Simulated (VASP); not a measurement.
Data:

```
CELL_PARAMETERS angstrom
     -1.72269     1.72269     1.72269
      1.72269    -1.72269     1.72269
      1.72269     1.72269    -1.72269
ATOMIC_POSITIONS crystal
  Li 0.00000 0.00000 0.00000
```

The numbers are results of revTPSS meta-GGA, VASP's PBE PAW potentials (set 64) (plane waves; VASP), not measurements. Settings: 520 eV cut-off, 15×15×15 Γ-centred mesh, first-order Methfessel-Paxton smearing of 0.10 eV, potentials Li_sv.

What does the run give for the energy per atom (σ→0), band gap (on the k-mesh) with the smallest direct gap where there is one?

```
Quantity                                                     Value
------------------------  ----------------------------------------
band gap (on the k-mesh)  none (metal, semimetal or under 0.01 eV)
energy per atom (σ→0)                               -2.690 eV/atom
```

The absolute energy has meaning only against runs of the same code, potentials and settings.

The compound is Li in the bcc structure. This cell is one point of a volume scan, at 1.06 of the reference volume.
